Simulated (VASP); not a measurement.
OSZICAR of a VASP run on CdSe (wurtzite):

File OSZICAR:
```
       N       E                     dE             d eps       ncg     rms          rms(c)
DAV:   1     0.253860152040E+03    0.25386E+03   -0.17212E+04  1056   0.147E+03
DAV:   2     0.113816909432E+02   -0.24248E+03   -0.23800E+03  1200   0.345E+02
DAV:   3    -0.199969541226E+01   -0.13381E+02   -0.13343E+02  1248   0.812E+01
DAV:   4    -0.212272312135E+01   -0.12303E+00   -0.12297E+00  1188   0.758E+00
DAV:   5    -0.212379979569E+01   -0.10767E-02   -0.10766E-02  1272   0.653E-01    0.824E+00
DAV:   6    -0.138868370077E+01    0.73512E+00   -0.17358E+00  1274   0.130E+01    0.650E+00
DAV:   7    -0.136131274508E+01    0.27371E-01   -0.55286E-01  1158   0.413E+00    0.269E+00
DAV:   8    -0.135990925043E+01    0.14035E-02   -0.58496E-02  1128   0.270E+00    0.338E-01
DAV:   9    -0.135951868047E+01    0.39057E-03   -0.91551E-03  1176   0.121E+00    0.108E-01
DAV:  10    -0.135959930093E+01   -0.80620E-04   -0.86050E-04  1182   0.356E-01    0.716E-02
DAV:  11    -0.135967372775E+01   -0.74427E-04   -0.21260E-04  1122   0.107E-01    0.211E-02
DAV:  12    -0.135965024090E+01    0.23487E-04   -0.10762E-04  1296   0.103E-01    0.635E-03
DAV:  13    -0.135965180950E+01   -0.15686E-05   -0.13045E-05  1110   0.216E-02    0.711E-03
DAV:  14    -0.135965145275E+01    0.35676E-06   -0.12382E-06  1272   0.720E-03    0.295E-03
DAV:  15    -0.135965162069E+01   -0.16794E-06   -0.17015E-07   870   0.243E-03    0.600E-04
DAV:  16    -0.135965164889E+01   -0.28205E-07   -0.37763E-08   744   0.135E-03
   1 F= -.13596516E+01 E0= -.13596516E+01  d E =0.000000E+00
```

Problem. Which electronic solver shows in the log?

Solution. It is blocked Davidson (ALGO = Normal, or the opening steps of other solvers). The INCAR had ALGO = Normal.

Problem. Can the final energy be trusted as converged?

Solution. The run converged. It stopped with EDIFF = 1E-7, NELM = 100 (optB86b-vdW, plane waves, VASP's PBE PAW potentials (set 64)).

The compound is CdSe in the wurtzite structure. It was relaxed first.
